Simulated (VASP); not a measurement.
# AlInSb₂ (space group P-4m2): computed properties

Calculation: r2SCAN meta-GGA, VASP's PBE PAW potentials (set 64) (plane waves; VASP).

For AlInSb2, the space group comes out as P-4m2 (115). The cell is a = 4.5106 Å, b = 4.5106 Å, c = 6.3290 Å, α = 90.00°, β = 90.00°, γ = 90.00°, the volume per atom comes out as 32.19 Å³/atom and the band gap (over mesh and band path) comes out as 0.95 eV. The smallest direct gap (over mesh and band path) is 0.95 eV and the band-edge character is direct, Γ to Γ. The density comes out as 4.97 g/cm³.

Space group P-4m2 (No. 115); a = b = 4.5106 Å, c = 6.3290 Å, α = β = γ = 90.00°

```
atom  site  symmetry       x       y       z
----  ----  --------  ------  ------  ------
Al      1a      -4m2  0.0000  0.0000  0.0000
In      1c      -4m2  0.5000  0.5000  0.5000
Sb      2g      2mm.  0.0000  0.5000  0.2332
```

Unless said otherwise, spin-orbit coupling is left out, though it shifts the bands of the heavy elements here.

The structure comes from a computed database's AlInSb2 entry (P-4m2); how it stands against other phases isn't given here. It was relaxed first. Symmetry was kept, so distortions that lower it aren't found.
